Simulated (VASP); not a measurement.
P2S:

```xyz
6
Lattice="3.3294 0.0000 0.0000 0.0000 3.3294 0.0000 0.0000 0.0000 9.1991" Properties=species:S:1:pos:R:3 pbc="T T T"
P     0.0000    1.6647    2.7880
P     0.0000    1.6647    7.3876
P     1.6647    0.0000    6.4112
P     1.6647    0.0000    1.8116
S     0.0000    0.0000    0.0000
S     1.6647    1.6647    4.5996
```

The cell was built by a generator and needn't be a form met in nature.

| Item | Value |
| --- | --- |
| Program | VASP 6.6.1 |
| Task | relaxation of cell and atoms |
| Functional | PBE |
| Potentials or basis | VASP PAW PBE potentials, release 64 (P, S) |
| Cutoff | 600 eV |
| k mesh | 6 × 6 × 3 |
| Occupations | gaussian, width 0.2 eV |
| Spin | no spin polarisation |

At the start: pressure 0.5 GPa; volume 17.00 Å³/atom.

Q: How do energy, volume and symmetry change on relaxing?

A: Over 12 steps the energy falls by 3.5 meV/atom and the volume is 17.10 Å³/atom (+0.6 %); space group P4_2/nmc (No. 137, to 0.05 Å).

Step by step:
```
step  energy change (eV)  largest force (eV/Å)  pressure (GPa)  volume (Å³)
   1              0.0000                0.0621            0.50       101.97
   2             -0.0045                0.0653           -0.06       102.76
   3             -0.0062                0.0648           -0.65       103.62
   4             -0.0092                0.0722           -0.64       103.61
   5             -0.0156                0.0810           -0.60       103.57
   6             -0.0080                0.0405           -0.51       103.44
   7             -0.0167                0.0796           -0.58       103.55
   8             -0.0192                0.0721           -0.09       102.84
   9             -0.0196                0.0672            0.21       102.42
  10             -0.0206                0.0424            0.14       102.46
  11             -0.0212                0.0059            0.02       102.53
  12             -0.0212                0.0043           -0.01       102.57
```

Final structure:
```xyz
6
Lattice="3.3773 0.0000 0.0000 0.0000 3.3773 0.0000 0.0000 0.0000 8.9924" Properties=species:S:1:pos:R:3 pbc="T T T"
P     0.0000    1.6887    2.6888
P     0.0000    1.6887    7.1850
P     1.6887    0.0000    6.3037
P     1.6887    3.3773    1.8074
S     3.3773    0.0000    0.0000
S     1.6887    1.6887    4.4962
```
